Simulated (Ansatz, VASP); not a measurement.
## Two plane-wave programs on Si2NF2

```xyz
5
Lattice="-1.6058 1.6058 5.4043 1.6058 -1.6058 5.4043 1.6058 1.6058 -5.4043" Properties=species:S:1:pos:R:3 pbc="T T T"
Si    0.0000    0.0000    6.5894
Si    0.0000    0.0000    4.2193
N     0.0000    0.0000    0.0000
F     1.6058    0.0000    2.7022
F     0.0000    1.6058    2.7022
```

Change from the starting cell: species swapped into the SmSi2Ir2 type (I4/mmm, No. 139).

Alike in both runs: functional PBE; k mesh 6 × 6 × 6; occupations gaussian, width 0.1 eV; collinear spin.

Ansatz relaxed the structure, and its values are those at the end. VASP's run is a single point on that final structure, the one shown.

|  | VASP | Ansatz |
| --- | --- | --- |
| version | VASP 6.6.1 | Ansatz 0.2.0 |
| potentials or method | VASP PAW PBE potentials, release 64 (Si, N, F) | scalar-relativistic, plane waves, PAW |
| plane-wave cutoff (eV) | 520 | 420 |
| valence electrons in the cell | 27 | 27 |

|  | VASP | Ansatz | Ansatz less VASP |
| --- | --- | --- | --- |
| gap on the k mesh at the Fermi level (eV) | none | none | - |
| pressure (GPa) | -0.1 | 0.1 | +0.14 |
| rms of the force components (eV/Å) | 0.004 | 0.001 | -0.0023 |
| net moment per atom (μB) | 0.00 | 0.00 | -0.002 |

A gap of «none» marks a metal or a gap that the smearing closes. Ansatz warned: «cell_relax_basis_refresh».

Caveats: the k mesh is coarse (spacing up to 0.46 Å⁻¹), so the values aren't converged.
